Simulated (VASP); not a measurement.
## Ta (space group Fm-3m): computed properties

Computed with r2SCAN meta-GGA, VASP's PBE PAW potentials (set 64) (plane waves; VASP).

```json
{
 "space_group": "Fm-3m (225)",
 "cell": "a = b = c = 4.2093 Å, α = β = γ = 90.00°",
 "volume_per_atom": "18.65 Å³/atom",
 "band gap (over mesh and band path)": "none (metal, semimetal or under 0.01 eV)",
 "density": "16.11 g/cm³"
}
```

```yaml
crystal:
  lattice:
    - [0.00000, 2.10467, 2.10467]
    - [2.10467, 0.00000, 2.10467]
    - [2.10467, 2.10467, 0.00000]
  atoms:
    - { symbol: Ta, position: [0.00000, 0.00000, 0.00000] }
```

Unless said otherwise, spin-orbit coupling is left out, though it shifts the bands of the heavy elements here.

The structure comes from a computed database's Ta entry (Fm-3m); how it stands against other phases isn't given here. It was relaxed first. Symmetry was kept, so distortions that lower it aren't found.
